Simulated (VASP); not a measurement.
Input:

```
BeCd3Te4
1.0
    0.00000     3.12949     3.12949
    3.12949     0.00000     3.12949
   12.61989    12.61989    -0.10192
Cd Te Be
3 4 1
Direct
  0.02135   0.02135   0.98398
  0.00234   0.00234   0.24824
  0.98447   0.98447   0.51165
  0.25597   0.25597   0.05803
  0.23772   0.23772   0.32171
  0.22082   0.22082   0.58439
  0.27621   0.27621   0.79284
  0.00112   0.00112   0.74916
```

All values below come from PBEsol GGA, VASP's PBE PAW potentials (set 64) (plane waves; VASP 6.6.1). Run with 400 eV cut-off, 7×7×2 Γ-centred mesh, tetrahedra with Blöchl corrections, potentials Cd Te Be.

The cores are frozen, which limits the accuracy of field gradients.

Task: Give the principal components of the electric field gradient (V/Å²) and the asymmetry η at each nucleus.

Result: 
```csv
atom,Vxx,Vyy,Vzz,η
Cd1,6.1,6.1,-12.3,0.00
Cd2,2.5,2.4,-4.9,0.00
Cd3,1.6,1.6,-3.1,0.00
Te4,-43.0,-43.0,86.0,0.00
Te5,-41.4,-41.4,82.9,0.00
Te6,-6.1,-6.1,12.2,0.00
Te7,34.0,34.0,-68.1,0.00
Be8,0.8,0.8,-1.7,0.00
```

The structure was generated: BeCd3Te4 was put into an ordered model structure (R3m), which need not be its known phase. It was relaxed first.
